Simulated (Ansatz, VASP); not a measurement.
**SrAl2H2: VASP beside Ansatz**

```
CELL_PARAMETERS angstrom
4.52530 0.00000 0.00000
-2.26265 3.91902 0.00000
0.00000 0.00000 4.72140
ATOMIC_POSITIONS crystal
Sr 0.00000 0.00000 0.01589
Al 0.33333 0.66667 0.45890
Al 0.66667 0.33333 0.54110
H 0.33333 0.66667 0.09760
H 0.66667 0.33333 0.90240
```

Change from the starting cell: all Sr atoms moved +0.075 Å, as atom 1 along Cartesian [0 0 1].

Alike in both runs: task single point; functional LDA; k mesh 12 × 12 × 10; occupations gaussian, width 0.15 eV; no spin polarisation.

```csv
,VASP,Ansatz
version,VASP 6.6.1,Ansatz 0.2.0
potentials or method,"VASP PAW LDA potentials, release 64 (Sr_sv, Al, H)","scalar-relativistic, plane waves, PAW"
plane-wave cutoff (eV),520,420
valence electrons in the cell,18,18
```

Ansatz gave:

```
gap on the k mesh at the Fermi level (eV)       : none
pressure (GPa)                                  : -2.9
largest component of the traceless stress (GPa) : 0.51
rms of the force components (eV/Å)              : 0.085
```

Problem. Estimate VASP's values.

Solution. gap on the k mesh at the Fermi level (eV): none; pressure (GPa): -2.8; largest component of the traceless stress (GPa): 0.53; rms of the force components (eV/Å): 0.088.

Atom by atom the forces differ by 0.003 eV/Å (rms over components). A gap of «none» marks a metal or a gap that the smearing closes.
